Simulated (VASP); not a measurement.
The system is Y3F.

```
Y F
1.0
     6.26665    0.00000    0.00000
    -3.13333    5.42708    0.00000
     0.00000    0.00000    3.36199
Y F
3 1
Direct
  0.50000 0.00000 0.00000
  0.00000 0.50000 0.00000
  0.50000 0.50000 0.00000
  0.00000 0.00000 0.00000
```

The cell was built by a generator and needn't be a form met in nature.

Base run:

* Program: VASP 6.6.1
* Functional: BLYP
* Potentials or basis: VASP PAW PBE potentials, release 64 (Y_sv, F)
* Cutoff: 520 eV
* k mesh: 4 × 4 × 6
* Occupations: fermi-dirac, width 0.05 eV
* Spin: no spin polarisation

Its results: pressure 1.2 GPa.

Task: After a change of settings the same cell gave: pressure -2.1 GPa. Which change was it?
A. functional from BLYP to LDA; potentials or basis from VASP PAW PBE potentials, release 64 (Y_sv, F) to VASP PAW LDA potentials, release 64 (Y_sv, F)
B. functional from BLYP to PW91
C. functional from BLYP to PBEsol
D. functional from BLYP to r2SCAN; further incar settings from ALGO = Fast; EDIFF = 1e-06 to ALGO = Normal; EDIFF = 1e-06

Result: C.

PBEsol binds more tightly than BLYP, so the same cell stands under less pressure.

Caveats: the PAW data sets were made with another functional, which shifts forces and pressure a little.

Runs at the PBE level aren't shown here.
